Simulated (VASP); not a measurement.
# From one sheet to two: 1T-TiTe2 monolayer, part 5 of 9

What are the lattice, gap and band positions of 1T-TiTe2 monolayer, and what does a second sheet change?

VASP 6.6.1, plane waves and PAW; the level of theory is named at each step.

So far. Step 6 (The slab in a field, field 0.1): Energy at zero smearing: -65.43396 eV.

### 7. With spin-orbit coupling

This step: r2SCAN with rVV10, spin-orbit coupling, no spin polarisation; plane waves and PAW (Ti, Te) (VASP 6.6.1).

For heavy elements spin-orbit coupling shifts the highest filled levels.

Input file INCAR:

```
SYSTEM = TiTe2
PREC = Normal
ENCUT = 350
EDIFF = 1E-06
NELM = 120
ISMEAR = 0
SIGMA = 0.03
LREAL = .FALSE.
ALGO = Normal
METAGGA = R2SCAN
LUSE_VDW = .TRUE.
IVDW_NL = 2
BPARAM = 11.95
CPARAM = 0.0093
LASPH = .TRUE.
LNONCOLLINEAR = .TRUE.
MAGMOM = 0 0 0 0 0 0 0 0 0
NBANDS = 28
GGA_COMPAT = .FALSE.
LSORBIT = .TRUE.
LMAXMIX = 4
LWAVE = .FALSE.
LCHARG = .FALSE.
KPAR = 4
IDIPOL = 3
LDIPOL = .TRUE.
DIPOL = 0.5 0.5 0.5
```

Input file POSCAR:

```
TiTe2
1.0
    3.7482642872      0.0000000000      0.0000000000
   -1.8741321436      3.2460920928      0.0000000000
    0.0000000000      0.0000000000     22.0000000000
Ti Te
1 2
Direct
    0.0000000000      0.0000000000      0.5000000000
    0.3333333333      0.6666666667      0.4218579176
    0.6666666667      0.3333333333      0.5781420824
```

Input file KPOINTS:

```
Automatic mesh
0
Gamma
9 9 1
0 0 0
```

Input file KPOINTS_OPT:

```
Line mode
14
Line-mode
Reciprocal
  0.00000000   0.00000000   0.00000000 GAMMA
  0.50000000   0.00000000   0.00000000 M

  0.50000000   0.00000000   0.00000000 M
  0.33333333   0.33333333   0.00000000 K

  0.33333333   0.33333333   0.00000000 K
  0.00000000   0.00000000   0.00000000 GAMMA
```

Potentials, in the order of the species: Ti and Te (PBE family, release 64).

Command:

```sh
$ mpirun -np 4 vasp_ncl
```

Log:

```text
[... set-up lines as in an earlier step ...]
 entering main loop
       N       E                     dE             d eps       ncg     rms          rms(c)
Total rVV10 correction in eV:      0.6240180    26.1787018
Total rVV10 correction in eV:      0.6240180    26.1787018
Total rVV10 correction in eV:      0.6240180    26.1787018
Total rVV10 correction in eV:      0.6240180    26.1787018
DAV:   1     0.420159846783E+02    0.42016E+02   -0.37183E+03   672   0.588E+02
DAV:   2    -0.572451478563E+02   -0.99261E+02   -0.93975E+02   908   0.147E+02
DAV:   3    -0.692176352265E+02   -0.11972E+02   -0.11698E+02   872   0.557E+01
DAV:   4    -0.696897752673E+02   -0.47214E+00   -0.47105E+00   944   0.126E+01
DAV:   5    -0.697003254250E+02   -0.10550E-01   -0.10547E-01   968   0.218E+00    0.144E+01
Total rVV10 correction in eV:      0.6215140    26.1793658
Total rVV10 correction in eV:      0.6215140    26.1793658
Total rVV10 correction in eV:      0.6215140    26.1793658
Total rVV10 correction in eV:      0.6215140    26.1793658
DAV:   6    -0.672847647641E+02    0.24156E+01   -0.80835E+00   848   0.335E+01    0.127E+01
Total rVV10 correction in eV:      0.6191197    26.1831929
Total rVV10 correction in eV:      0.6191197    26.1831929
Total rVV10 correction in eV:      0.6191197    26.1831929
Total rVV10 correction in eV:      0.6191197    26.1831929
DAV:   7    -0.664141756201E+02    0.87059E+00   -0.11057E+01   796   0.501E+01    0.101E+01
Total rVV10 correction in eV:      0.6166461    26.1811370
Total rVV10 correction in eV:      0.6166461    26.1811370
Total rVV10 correction in eV:      0.6166461    26.1811370
Total rVV10 correction in eV:      0.6166461    26.1811370
DAV:   8    -0.658990246191E+02    0.51515E+00   -0.16446E+00   744   0.919E+00    0.485E+00
Total rVV10 correction in eV:      0.6156956    26.1815509
Total rVV10 correction in eV:      0.6156956    26.1815509
Total rVV10 correction in eV:      0.6156956    26.1815509
Total rVV10 correction in eV:      0.6156956    26.1815509
DAV:   9    -0.656202069739E+02    0.27882E+00   -0.45540E-01   796   0.933E+00    0.152E+00
Total rVV10 correction in eV:      0.6161437    26.1817790
Total rVV10 correction in eV:      0.6161437    26.1817790
Total rVV10 correction in eV:      0.6161437    26.1817790
Total rVV10 correction in eV:      0.6161437    26.1817790
DAV:  10    -0.656256469569E+02   -0.54400E-02   -0.65481E-02   744   0.323E+00    0.657E-01
Total rVV10 correction in eV:      0.6166749    26.1818959
Total rVV10 correction in eV:      0.6166749    26.1818959
Total rVV10 correction in eV:      0.6166749    26.1818959
Total rVV10 correction in eV:      0.6166749    26.1818959
DAV:  11    -0.656253969939E+02    0.24996E-03   -0.87084E-03   744   0.859E-01    0.472E-01
Total rVV10 correction in eV:      0.6178705    26.1817229
Total rVV10 correction in eV:      0.6178705    26.1817229
[...]
Total rVV10 correction in eV:      0.6222167    26.1787159
Total rVV10 correction in eV:      0.6222167    26.1787159
Total rVV10 correction in eV:      0.6222167    26.1787159
Total rVV10 correction in eV:      0.6222167    26.1787159
DAV: 120    -0.656287929870E+02    0.20736E-05   -0.46240E-05   672   0.853E-02
 -----------------------------------------------------------------------------
|                                                                             |
|           W    W    AA    RRRRR   N    N  II  N    N   GGGG   !!!           |
|           W    W   A  A   R    R  NN   N  II  NN   N  G    G  !!!           |
|           W    W  A    A  R    R  N N  N  II  N N  N  G       !!!           |
|           W WW W  AAAAAA  RRRRR   N  N N  II  N  N N  G  GGG   !            |
|           WW  WW  A    A  R   R   N   NN  II  N   NN  G    G                |
|           W    W  A    A  R    R  N    N  II  N    N   GGGG   !!!           |
|                                                                             |
|     The electronic self-consistency was not achieved in the given           |
|     number of steps (NELM). The forces and other quantities evaluated       |
|     might not be reliable so examine the results carefully. If you find     |
|     spurious results, we suggest increasing NELM, if you were close to      |
|     convergence or switching to a different ALGO or adjusting the           |
|     density mixing parameters otherwise.                                    |
|                                                                             |
 -----------------------------------------------------------------------------

Total rVV10 correction in eV:      0.6222184    26.1786989
Total rVV10 correction in eV:      0.6222184    26.1786989
Total rVV10 correction in eV:      0.6222184    26.1786989
Total rVV10 correction in eV:      0.6222184    26.1786989
Total rVV10 correction in eV:      0.6222165    26.1787168
Total rVV10 correction in eV:      0.6222165    26.1787168
Total rVV10 correction in eV:      0.6222165    26.1787168
Total rVV10 correction in eV:      0.6222165    26.1787168
   1 F= -.65628793E+02 E0= -.65628108E+02  d E =-.136989E-02  mag=    -0.0000    -0.0000     0.0000
 Start KPOINTS_OPT (optional k-point list driver)
k-point batch [1-12\42]
       N       E                     dE             ncg
DAV:   1    -0.146588027466E+03   -0.18603E+04      680
DAV:   2    -0.108515802094E+04   -0.93857E+03      816
DAV:   3    -0.120100860695E+04   -0.11585E+03      864
DAV:   4    -0.120732944345E+04   -0.63208E+01      912
DAV:   5    -0.120747335449E+04   -0.14391E+00      876
DAV:   6    -0.120747691179E+04   -0.35573E-02      888
DAV:   7    -0.120747702585E+04   -0.11406E-03      904
DAV:   8    -0.120747702984E+04   -0.39897E-05      780
DAV:   9    -0.120747703000E+04   -0.15664E-06      508
[...]
k-point batch [37-42\42]
       N       E                     dE             ncg
DAV:   1     0.189101417428E+04   -0.32018E+03      336
DAV:   2     0.145125124075E+04   -0.43976E+03      392
DAV:   3     0.139259579127E+04   -0.58655E+02      464
DAV:   4     0.138928403921E+04   -0.33118E+01      424
DAV:   5     0.138920157235E+04   -0.82467E-01      492
DAV:   6     0.138919925132E+04   -0.23210E-02      440
DAV:   7     0.138919917274E+04   -0.78578E-04      448
DAV:   8     0.138919916975E+04   -0.29947E-05      452
DAV:   9     0.138919916964E+04   -0.10378E-06      296
```

Run time: 30 min. Hardware: 4 MPI ranks of Intel Xeon Platinum 8259CL at 2.50GHz (Skylake/Cascade Lake), shared host; peak memory 2.6 GiB.

Parts of OUTCAR (step 7):

```text
 k-point     1 :       0.0000    0.0000    0.0000
  band No.  band energies     occupation
    ...
      8      -3.7042      1.00000
      9      -3.4557      1.00000
     10      -3.4557      1.00000
     11      -3.4524      1.00000
     12      -3.4524      1.00000
     13      -1.4089      0.00000
     14      -1.4089      0.00000
     15      -1.4060      0.00000
     16      -1.4060      0.00000
     17      -1.1812      0.00000
    ...

  Total        0.0522666      0.0522666      0.0146360      0.0000000      0.0000000      0.0000000
  in kB        0.3128392      0.3128392      0.0876031      0.0000000      0.0000000      0.0000000
  external PRESSURE =       0.2377605 kB  Pullay stress =       0.0000000 kB

 POSITION                                       TOTAL-FORCE (eV/Angst)
 -----------------------------------------------------------------------------------
      0.00000      0.00000     11.00000        -0.000000      0.000000      0.000000
     -0.00000      2.16406      9.28087         0.000000     -0.000000     -0.009858
      1.87413      1.08203     12.71913        -0.000000      0.000000      0.009858
 -----------------------------------------------------------------------------------
    total drift:                                0.000000      0.000000     -0.000000

  FREE ENERGIE OF THE ION-ELECTRON SYSTEM (eV)
  ---------------------------------------------------
  free  energy   TOTEN  =       -65.6287929870 eV

  energy  without entropy=      -65.6274230941  energy(sigma->0) =      -65.62810804

 vacuum level on the upper side and lower side of the slab         3.150         3.150

 Spin-Orbit-Coupling matrix elements
 Ion:    1  E_soc:     -0.0051866
 Ion:    2  E_soc:     -0.1950997
 Ion:    3  E_soc:     -0.1950997

[... 8 parts as in an earlier step ...]

[... 11 further parts left out ...]
[key lines of the parts left out:]
E-fermi :  -1.7867
```

The electronic loop did not meet EDIFF within NELM cycles, so this run is left out of the comparison.

(Continued in part 6 of 9.)

[Lines on the potential files, build, host, timing and source positions are cut from VASP's logs without a mark.]

[Logs are printed without paths, hosts, clocks, repeated set-up lines and the standing remarks that a program may print on its own settings, such as how far it seeks lower states.]

[Hosts, paths, dates, database ids (printed as entryN), source tags and the programs' standing remarks are cut or masked in the printed files.]

[Runs that stopped without an error message from VASP are left out.]
